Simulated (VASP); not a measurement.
# Quasiparticle energies of GaN in VASP, part 3 of 3

Wanted: how far GW moves the Kohn-Sham levels of GaN. The cell is of the zinc-blende type, one of the forms listed for this formula, which need not be the common one. The start is a computed cell from the Materials Project.

VASP 6.6.1, plane waves and PAW; the level of theory is named at each step.

So far, quasiparticle gap on the mesh (eV): step 4 (G0W0, k-mesh 4×4×4) 2.72; step 7 (k-mesh 6×6×6) 2.82.

**9. Empty bands, k-mesh 8×8×8**

Level of this step: PBE; plane waves and PAW (Ga_d_GW, N_GW) (VASP).

The empty bands are made again, for the run that follows.

Input file INCAR:

```
SYSTEM = GaN
PREC = Accurate
ENCUT = 450
ISMEAR = 0
SIGMA = 0.01
LREAL = .FALSE.
GGA = PE
NBANDS = 56
ALGO = Exact
NELM = 1
LWAVE = .TRUE.
LCHARG = .FALSE.
LOPTICS = .TRUE.
NEDOS = 1000
CSHIFT = 0.1
```

Input file POSCAR:

```
GaN
1.0
    0.0000000000      2.2535006075      2.2535006075
    2.2535006075      0.0000000000      2.2535006075
    2.2535006075      2.2535006075      0.0000000000
Ga N
1 1
Direct
    0.0000000000      0.0000000000      0.0000000000
    0.7500000000      0.7500000000      0.7500000000
```

Input file KPOINTS:

```
Automatic mesh
0
Gamma
8 8 8
0 0 0
```

The projector-augmented-wave data sets are Ga_d_GW and N_GW (PBE family, release 64).

Started as:

```sh
$ mpirun -np 8 vasp_std
```

The program printed:

```text
[... set-up lines as in an earlier step ...]
 entering main loop
       N       E                     dE             d eps       ncg     rms          rms(c)
DIA:   1    -0.121288784331E+02   -0.12129E+02    0.00000E+00     0   0.000E+00
   1 F= -.12128878E+02 E0= -.12128878E+02  d E =-.110166E-19
 writing wavefunctions
 optical routines
 imaginary and real dielectric function
 recalculating local potential from charge density
 direction            1
 direction            2
 direction            3
```

The job ended after 5.6 s (8 MPI ranks of Intel Xeon Platinum 8488C (Sapphire Rapids), shared host; peak memory 1 GiB).

Parts of OUTCAR (step 9):

```text
  Total        0.4984995      0.4984995      0.4984995      0.0000000      0.0000000      0.0000000
  in kB       34.8957309     34.8957309     34.8957309      0.0000000      0.0000000      0.0000000
  external PRESSURE =      34.8957309 kB  Pullay stress =       0.0000000 kB

  FREE ENERGIE OF THE ION-ELECTRON SYSTEM (eV)
  ---------------------------------------------------
  free  energy   TOTEN  =       -12.1288784331 eV

  energy  without entropy=      -12.1288784331  energy(sigma->0) =      -12.12887843

[... 2 parts as in an earlier step ...]

[... 2 further parts left out ...]
[key lines of the parts left out:]
E-fermi :   5.1531
```

**10. G0W0, k-mesh 8×8×8**

This step: G0W0 on PBE; plane waves and PAW (Ga_d_GW, N_GW) (VASP 6.6.1).

The mesh goes to 8×8×8.

Input file INCAR:

```
SYSTEM = GaN
PREC = Accurate
ENCUT = 450
ISMEAR = 0
SIGMA = 0.01
LREAL = .FALSE.
GGA = PE
NBANDS = 56
ALGO = EVGW0
NELMGW = 1
ENCUTGW = 100
NOMEGA = 48
PRECFOCK = Fast
NBANDSGW = 24
LWAVE = .FALSE.
LCHARG = .FALSE.
```

POSCAR is that of step 9.

KPOINTS is that of step 9.

Started as:

```sh
$ mpirun -np 8 vasp_std
```

The program printed:

```text
[banner, memory and clock lines left out]
running    8 mpi-ranks, on    1 nodes
[...]
[... a notice as in an earlier step ...]

 [... a notice as in an earlier step ...]

 LDA part: xc-table for (Slater+PW92), standard interpolation
 found WAVECAR, reading the header
 POSCAR, INCAR and KPOINTS ok, starting setup
[...]
reading WAVECAR
 the WAVECAR file was read successfully
 initial charge from wavefunction
 available memory per node:     61.71 GB, setting MAXMEM to     63188

 The Fermi energy was updated, please check that it is located mid-gap
 values below the HOMO (VB) or above the LUMO (CB) will cause erroneous energies
 E-fermi :   5.9555

 calculate exact exchange contribution
 the WAVEDER file was read successfully
energies w=
    0.000    0.000    0.674    0.000    1.345    0.000    2.010    0.000
    2.668    0.000    3.317    0.000    3.955    0.000    4.581    0.000
    5.196    0.000    5.800    0.000    6.393    0.000    6.976    0.000
[...]
total number of BLAS operations        633.49 Gflops
NQ=  25    0.5000    0.3750    0.1250,
|.........|.........|.........|.........|.........|.........|.........|.........
 performed      30030000 updates of chi_q(r,r)
 total number of BLAS operations        662.68 Gflops
NQ=  26   -0.3750    0.3750    0.1250,
|.........|.........|.........|.........|.........|.........|.........|.........
 performed      31839000 updates of chi_q(r,r)
 total number of BLAS operations        700.33 Gflops
NQ=  27   -0.2500    0.3750    0.1250,
|.........|.........|.........|.........|.........|.........|.........|.........
 performed      33325000 updates of chi_q(r,r)
 total number of BLAS operations        731.27 Gflops
NQ=  28   -0.3750    0.5000    0.1250,
|.........|.........|.........|.........|.........|.........|.........|.........
 performed      34502000 updates of chi_q(r,r)
 total number of BLAS operations        754.83 Gflops
NQ=  29   -0.2500    0.5000    0.2500,
|.........|.........|.........|.........|.........|.........|.........|.........
 performed      35354000 updates of chi_q(r,r)
 total number of BLAS operations        776.21 Gflops
 resolving degeneracies of screened two electron integrals

 calculate QP shifts <psi_nk| G(iteration)W_0 |psi_nk>: iteration 1
 entering main loop
```

Run time: 2.5 min. Hardware: 8 MPI ranks; peak memory 2.1 GiB.

OUTCAR, selected parts (step 10):

```text
 QP shifts <psi_nk| G(iteration)W_0 |psi_nk>: iteration 1
 for sc-GW calculations column KS-energies equals QP-energies in previous step
 and V_xc(KS)=  KS-energies - (<T + V_ion + V_H > + <T+V_H+V_ion>^1  + <V_x>^1)
 k-point   1 :       0.0000    0.0000    0.0000
  band No.  KS-energies  QP-energies   sigma(KS)   V_xc(KS)     V^pw_x(r,r')   Z            occupation Imag(sigma)
    ...
      6      -8.0768     -11.5102     -26.4606     -21.8075     -35.1848       0.7379       2.0000       0.1614
      7       5.0934       4.7494     -18.1789     -17.7322     -21.2804       0.7702       2.0000       0.0767
      8       5.0934       4.7494     -18.1789     -17.7322     -21.2804       0.7702       2.0000       0.0767
      9       5.0934       4.7494     -18.1789     -17.7322     -21.2804       0.7702       2.0000       0.0767
     10       6.8177       7.5718     -12.4210     -13.3587      -9.2287       0.8043       0.0000      -0.0548
     11      15.3893      16.2731     -10.3199     -11.4292      -5.3816       0.7967       0.0000      -0.1255
     12      15.3893      16.2731     -10.3199     -11.4292      -5.3816       0.7967       0.0000      -0.1255
     13      15.3893      16.2731     -10.3199     -11.4292      -5.3816       0.7967       0.0000      -0.1255
    ...

[... 1 part as in an earlier step ...]

[... 2 further parts left out ...]
[key lines of the parts left out:]
E-fermi :   5.9555
```

The gap is now 2.822 eV, +5 meV against the GW run before. Spin-orbit coupling is left out.

**11. Summary**

This step: GW series: G0W0 on PBE; plane waves and PAW (VASP 6.6.1).

Derived from the runs above.

Cost is wall time times ranks on a shared host, with the step that makes the empty bands. GW runs:

| level | bands | ENCUTGW (eV) | NOMEGA | k mesh | starting gap (eV) | quasiparticle gap (eV) | direct gap (eV) | cost (core minutes) |
| --- | --- | --- | --- | --- | --- | --- | --- | --- |
| G0W0 | 56 | 100 | 48 | 4x4x4 | 1.705 | 2.716 | 2.716 | 1.63 |
| G0W0 | 56 | 100 | 48 | 6x6x6 | 1.722 | 2.818 | 2.818 | 5.71 |
| G0W0 | 56 | 100 | 48 | 8x8x8 | 1.724 | 2.822 | 2.822 | 20.75 |

**12. Outcome**

```yaml
g0w0_on_pbe_56_bands_encutgw_100_ev_nomega_48_mesh_8x8x8: 1.724 → 2.822 eV
g0w0_on_pbe_56_bands_encutgw_100_ev_nomega_48_mesh_4x4x4: 1.705 → 2.716 eV
```

In words: G0W0 gives a quasiparticle gap of 2.822 eV on the mesh, 1.10 eV over the PBE gap on the same mesh. On mesh and path the starting valence top lies at Γ and the conduction bottom at Γ, so the starting gap is direct. Both points lie on the GW mesh. The steps of the series move the gap by +101, +5 meV; the last costs 3.6 times the one before. The last step lies within a tolerance of 30 meV, picked for this account, and the last two together move the gap by +106 meV. Every mesh holds the starting band edges. Bands and response cutoff weren't varied. In Ga_d_GW the d shell is in the valence without all the semicore s and p states of the same shell; those stay frozen in the core, and how far that moves the GW gap wasn't tested here. Spin-orbit coupling is left out; with Ga in the cell it can split or shift band edges, by an amount that depends on which atoms form them and isn't tested here. The given cell is kept, although it stands at +3.5 GPa at PBE and ENCUT = 450 eV, which holds the mismatch of the given cell with this functional, any error of the entry itself and any basis-set error. Not tabulated here, as repeats of values shown or as unfit to read for their mesh, reference level or band range: eps2 curves (empty bands); eps1 curves and static values (empty bands); gaps (empty bands).

[Lines on the potential files, build, host, timing and source positions are cut from VASP's logs without a mark.]

[Logs are printed without paths, hosts, clocks, repeated set-up lines and the standing remarks that a program may print on its own settings, such as how far it seeks lower states.]

[Hosts, paths, dates, database ids (printed as entryN), source tags and the programs' standing remarks are cut or masked in the printed files.]

[Pressures printed for these runs are not shown converged in the cutoff: they can be off by several GPa and have the wrong sign.]

[In band tables of VASP the shares of atoms and orbitals are scaled to a sum of 1 inside the atoms' spheres.]
